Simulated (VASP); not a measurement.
Method: LDA (Ceperley-Alder, Perdew-Zunger), VASP's LDA PAW potentials (set 64) (plane waves; VASP).

Input for VASP

**INCAR**
```
SYSTEM  =  P
LORBIT  =  11   ! lm-projected
ISMEAR  =  -5   ! tetrahedra, Bloechl
NELM  =  100
ISIF  =  2
PREC  =  Accurate
LASPH  =  .True.   ! aspherical one-centre terms
LWAVE  =  .False.
EDIFF  =  1E-7   ! SCF stop (eV)
LCHARG  =  .True.
LREAL  =  .False.
ENCUT  =  520
NEDOS  =  601
ALGO  =  Normal   ! blocked Davidson
```

**KPOINTS**
```
Automatic mesh
0
Gamma
11 11 8
0 0 0
```

### POSCAR
```
P
1
    1.6526116359    -5.0548752922     0.0000000000
    1.6526116359     5.0548752922     0.0000000000
    0.0000000000     0.0000000000     4.1229419642
P
4
Direct
  0.1068332863   0.8931667137   0.9288974609
  0.3931667137   0.6068332863   0.4288974609
  0.6068332863   0.3931667137   0.5711025391
  0.8931667137   0.1068332863   0.0711025391
```

POTCAR, in this order: P (LDA.64 set). Program: vasp_std.

Output

### OUTCAR
```
 ion  position               nearest neighbor table
   1  0.107  0.893  0.929-   3 2.22   3 2.22   4 2.24
   2  0.393  0.607  0.429-   4 2.22   4 2.22   3 2.24
   3  0.607  0.393  0.571-   1 2.22   1 2.22   2 2.24
   4  0.893  0.107  0.071-   2 2.22   2 2.22   1 2.24
  LATTYP: Found a base centered orthorhombic cell.
 ALAT       =     3.3052232718
 B/A-ratio  =     3.0587194126
 C/A-ratio  =     1.2474019530
 Subroutine PRICEL returns:
 Original cell was already a primitive cell.
 Subroutine GETGRP returns: Found  8 space group operations
The static configuration has the point symmetry C_2h.
 The point group associated with its full space group is D_2h.
The dynamic configuration has the point symmetry C_2h.
 Subroutine INISYM returns: Found  8 space group operations
 Subroutine IBZKPT returns following result:
 Found    180 irreducible k-points:

 Following reciprocal coordinates:
            Coordinates               Weight
  0.000000  0.000000  0.000000      1.000000
  0.090909  0.000000  0.000000      4.000000
  0.181818  0.000000  0.000000      4.000000
  0.272727  0.000000  0.000000      4.000000
  0.363636  0.000000  0.000000      4.000000
  0.454545  0.000000  0.000000      4.000000
  0.090909  0.090909  0.000000      2.000000
  0.181818  0.090909  0.000000      4.000000
  0.272727  0.090909  0.000000      4.000000
  0.363636  0.090909  0.000000      4.000000
  0.454545  0.090909  0.000000      4.000000
 -0.454545  0.090909  0.000000      4.000000
 -0.363636  0.090909  0.000000      4.000000
 -0.272727  0.090909  0.000000      4.000000
 -0.181818  0.090909  0.000000      4.000000
 -0.090909  0.090909  0.000000      2.000000
  0.181818  0.181818  0.000000      2.000000
  0.272727  0.181818  0.000000      4.000000
  0.363636  0.181818  0.000000      4.000000
  0.454545  0.181818  0.000000      4.000000
 -0.454545  0.181818  0.000000      4.000000
 -0.363636  0.181818  0.000000      4.000000
 -0.272727  0.181818  0.000000      4.000000
 -0.181818  0.181818  0.000000      2.000000
  0.272727  0.272727  0.000000      2.000000
  0.363636  0.272727  0.000000      4.000000
  0.454545  0.272727  0.000000      4.000000
 -0.454545  0.272727  0.000000      4.000000
 -0.363636  0.272727  0.000000      4.000000
 -0.272727  0.272727  0.000000      2.000000
  0.363636  0.363636  0.000000      2.000000
  0.454545  0.363636  0.000000      4.000000
 -0.454545  0.363636  0.000000      4.000000
 -0.363636  0.363636  0.000000      2.000000
  0.454545  0.454545  0.000000      2.000000
 -0.454545  0.454545  0.000000      2.000000
  0.000000  0.000000  0.125000      2.000000
  0.090909  0.000000  0.125000      8.000000
  0.181818  0.000000  0.125000      8.000000
  0.272727  0.000000  0.125000      8.000000
   k-points           NKPTS =    180   k-points in BZ     NKDIM =    180   number of bands    NBANDS=     14
   number of dos      NEDOS =    601   number of ions     NIONS =      4
   total plane-waves  NPLWV =  51200
   dimension x,y,z NGX =    40 NGY =   40 NGZ =   32
   dimension x,y,z NGXF=    80 NGYF=   80 NGZF=   64
   ions per type =               4
   PREC   = accura    normal or accurate (medium, high low for compatibility)
   ISTART =      0    job   : 0-new  1-cont  2-samecut
   ICHARG =      2    charge: 1-file 2-atom 10-const
   ISPIN  =      1    spin polarized calculation?
   LNONCOLLINEAR =      F non collinear calculations
   LSORBIT =      F    spin-orbit coupling
   INIWAV =      1    electr: 0-lowe 1-rand  2-diag
   ENCUT  =  520.0 eV  38.22 Ry    6.18 a.u.   9.89  9.89  7.67*2*pi/ulx,y,z
...
```

OSZICAR:
```
       N       E                     dE             d eps       ncg     rms          rms(c)
DAV:   1     0.609056670312E+02    0.60906E+02   -0.86305E+03  5040   0.123E+03
DAV:   2    -0.201883563211E+02   -0.81094E+02   -0.79083E+02  6640   0.179E+02
DAV:   3    -0.242959734641E+02   -0.41076E+01   -0.40897E+01  6846   0.422E+01
DAV:   4    -0.243481690764E+02   -0.52196E-01   -0.52099E-01  6322   0.566E+00
DAV:   5    -0.243492195152E+02   -0.10504E-02   -0.10456E-02  7016   0.717E-01    0.108E+01
DAV:   6    -0.241852059422E+02    0.16401E+00   -0.98159E-02  6150   0.191E+00    0.630E+00
DAV:   7    -0.241161302367E+02    0.69076E-01   -0.14945E-01  6450   0.235E+00    0.350E-01
DAV:   8    -0.241150857291E+02    0.10445E-02   -0.13662E-02  6024   0.832E-01    0.181E-01
DAV:   9    -0.241150637417E+02    0.21987E-04   -0.67953E-04  6836   0.182E-01    0.814E-02
DAV:  10    -0.241150316669E+02    0.32075E-04   -0.11132E-04  6168   0.632E-02    0.343E-02
DAV:  11    -0.241150319527E+02   -0.28579E-06   -0.94560E-06  6480   0.238E-02    0.103E-02
DAV:  12    -0.241150330303E+02   -0.10776E-05   -0.61929E-07  6432   0.532E-03    0.300E-03
DAV:  13    -0.241150327156E+02    0.31469E-06   -0.11608E-07  4092   0.235E-03    0.126E-03
DAV:  14    -0.241150327729E+02   -0.57340E-07   -0.28590E-08  3570   0.123E-03
   1 F= -.24115033E+02 E0= -.24115033E+02  d E =0.000000E+00
```

**OUTCAR**
```
------------------------ aborting loop because EDIFF is reached ----------------------------------------
  FORCE on cell =-STRESS in cart. coord.  units (eV):
  Direction    XX          YY          ZZ          XY          YZ          ZX
  --------------------------------------------------------------------------------------
  Total        0.1231400      0.2120067      0.0214242      0.0000000      0.0000000      0.0000000
  in kB        2.8641198      4.9310756      0.4983070      0.0000000      0.0000000      0.0000000
  external PRESSURE =       2.7645008 kB  Pullay stress =       0.0000000 kB
  volume of cell :       68.88
      direct lattice vectors                 reciprocal lattice vectors
     1.652611636 -5.054875292  0.000000000     0.302551422 -0.098914409  0.000000000
     1.652611636  5.054875292  0.000000000     0.302551422  0.098914409  0.000000000
     0.000000000  0.000000000  4.122941964     0.000000000  0.000000000  0.242545253
 POSITION                                       TOTAL-FORCE (eV/Angst)
 -----------------------------------------------------------------------------------
      1.65261      3.97482      3.82979         0.000000      0.008172     -0.016424
      1.65261      1.08006      1.76832         0.000000     -0.008172     -0.016424
      1.65261     -1.08006      2.35462         0.000000      0.008172      0.016424
      1.65261     -3.97482      0.29315         0.000000     -0.008172      0.016424
 -----------------------------------------------------------------------------------
    total drift:                                0.000000      0.000000     -0.000000
  FREE ENERGIE OF THE ION-ELECTRON SYSTEM (eV)
  ---------------------------------------------------
  free  energy   TOTEN  =       -24.1150327729 eV

  energy  without entropy=      -24.1150327729  energy(sigma->0) =      -24.11503277

 total charge

# of ion       s       p       d       tot
------------------------------------------
    1        1.087   1.384   0.000   2.471
    2        1.087   1.384   0.000   2.471
    3        1.087   1.384   0.000   2.471
    4        1.087   1.384   0.000   2.471
--------------------------------------------------
tot          4.349   5.535   0.000   9.883
```
(Selected blocks of OUTCAR.)

For a metal the tetrahedron method with Blöchl corrections gives inexact stress and forces.

The compound is P in the black structure. It was relaxed first, which changed the volume by -9 %.
